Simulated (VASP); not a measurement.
These are revTPSS meta-GGA, VASP's PBE PAW potentials (set 64) (plane waves; VASP) values and carry that method's errors.

A VASP calculation is set up with these files.

File POSCAR:
```
KI
1
    0.0000000000     3.5886053391     3.5886053391
    3.5886053391     0.0000000000     3.5886053391
    3.5886053391     3.5886053391     0.0000000000
K I
1 1
Direct
  0.0000000000   0.0000000000   0.0000000000
  0.5000000000   0.5000000000   0.5000000000
```

KPOINTS:
```
Automatic mesh
0
Gamma
7 7 7
0 0 0
```

### INCAR
```
SYSTEM = KI
PREC = Accurate
ENCUT = 520
EDIFF = 1E-7
NELM = 100
ALGO = Normal
LREAL = .FALSE.
LASPH = .TRUE.
ISMEAR = 0
SIGMA = 0.05
METAGGA = RTPSS
LMIXTAU = .TRUE.
LMAXMIX = 4
LWAVE = .FALSE.
LCHARG = .FALSE.
ISIF = 2
```

POTCAR, in this order: K_sv I (PBE.64 set). Program: vasp_std.

The run wrote:

### OSZICAR
```
       N       E                     dE             d eps       ncg     rms          rms(c)
DAV:   1     0.300061131505E+03    0.30006E+03   -0.62488E+04   480   0.241E+05
DAV:   2     0.802449623823E+02   -0.21982E+03   -0.20281E+03   960   0.119E+03
DAV:   3    -0.346135641364E+02   -0.11486E+03   -0.11123E+03   880   0.290E+02
DAV:   4     0.190048023157E+02    0.53618E+02   -0.19206E+02   956   0.138E+02
DAV:   5     0.177207898230E+02   -0.12840E+01   -0.12528E+01   708   0.320E+01    0.121E+02
DAV:   6     0.147057466254E+02   -0.30150E+01   -0.13460E+02   620   0.188E+02    0.461E+01
DAV:   7     0.138187140913E+02   -0.88703E+00   -0.14950E+00   628   0.138E+01    0.314E+01
DAV:   8     0.139442315777E+02    0.12552E+00   -0.13909E-01   592   0.482E+00    0.261E+01
DAV:   9     0.139194606409E+02   -0.24771E-01   -0.35921E-01   588   0.531E+00    0.144E+00
DAV:  10     0.138455838258E+02   -0.73877E-01   -0.81270E-02   784   0.312E+00    0.138E+00
DAV:  11     0.138402606479E+02   -0.53232E-02   -0.18348E-03   592   0.572E-01    0.679E-01
DAV:  12     0.138001463095E+02   -0.40114E-01   -0.37591E-02   616   0.246E+00    0.758E-01
DAV:  13     0.138033806654E+02    0.32344E-02   -0.91696E-03   592   0.117E+00    0.289E-01
DAV:  14     0.138007561715E+02   -0.26245E-02   -0.15394E-03   568   0.573E-01    0.240E-01
DAV:  15     0.138000545974E+02   -0.70157E-03   -0.43023E-04   632   0.306E-01    0.137E-01
DAV:  16     0.138000030875E+02   -0.51510E-04   -0.19991E-04   612   0.167E-01    0.305E-02
DAV:  17     0.137999864413E+02   -0.16646E-04   -0.22927E-05   544   0.619E-02    0.491E-02
DAV:  18     0.137999920624E+02    0.56210E-05   -0.50558E-06   552   0.331E-02    0.526E-03
DAV:  19     0.137999879431E+02   -0.41193E-05   -0.74745E-06   760   0.356E-02    0.155E-03
DAV:  20     0.137999846490E+02   -0.32940E-05   -0.43236E-07   584   0.999E-03    0.407E-03
DAV:  21     0.137999833294E+02   -0.13196E-05   -0.47703E-07   772   0.690E-03    0.251E-03
DAV:  22     0.137999833050E+02   -0.24378E-07   -0.55038E-08   388   0.313E-03
   1 F= 0.13799983E+02 E0= 0.13799983E+02  d E =-.818848E-16
```

### OUTCAR
```
------------------------ aborting loop because EDIFF is reached ----------------------------------------
  FORCE on cell =-STRESS in cart. coord.  units (eV):
  Direction    XX          YY          ZZ          XY          YZ          ZX
  --------------------------------------------------------------------------------------
  Total       -0.0092155     -0.0092155     -0.0092155     -0.0000000      0.0000000     -0.0000000
  in kB       -0.1597431     -0.1597431     -0.1597431     -0.0000000      0.0000000     -0.0000000
  external PRESSURE =      -0.1597431 kB  Pullay stress =       0.0000000 kB
  volume of cell :       92.43
      direct lattice vectors                 reciprocal lattice vectors
     0.000000000  3.588605339  3.588605339    -0.139329894  0.139329894  0.139329894
     3.588605339  0.000000000  3.588605339     0.139329894 -0.139329894  0.139329894
     3.588605339  3.588605339  0.000000000     0.139329894  0.139329894 -0.139329894
  FREE ENERGIE OF THE ION-ELECTRON SYSTEM (eV)
  ---------------------------------------------------
  free  energy   TOTEN  =        13.7999833050 eV

  energy  without entropy=       13.7999833050  energy(sigma->0) =       13.79998331
```
(Selected blocks of OUTCAR.)

The compound is KI in the rock salt structure. It was relaxed first.
